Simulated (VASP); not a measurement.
Input:

```xyz
2
Lattice="0.0000 2.4133 2.4133 2.4133 0.0000 2.4133 2.4133 2.4133 0.0000" Properties=species:S:1:pos:R:3 pbc="T T T"
Ca     0.0000     0.0000     0.0000
O      2.4133     2.4133     2.4133
```

Level of theory: revTPSS meta-GGA, VASP's PBE PAW potentials (set 64) (plane waves; VASP). Settings: 520 eV cut-off, 11×11×11 Γ-centred mesh, tetrahedra with Blöchl corrections, potentials Ca_sv O.

### Question
The job: CaO (rock salt), 2 atoms, revTPSS, static run, 520 eV, 11×11×11 Γ-centred mesh. Roughly how much core time does it take on a busy server core?

### Answer
About 2 core-minutes (one run on a shared machine, a rough figure). It had 56 irreducible k-points, 12 bands, up to 769 plane waves and 22 electronic steps.

The compound is CaO in the rock salt structure. It was relaxed first.
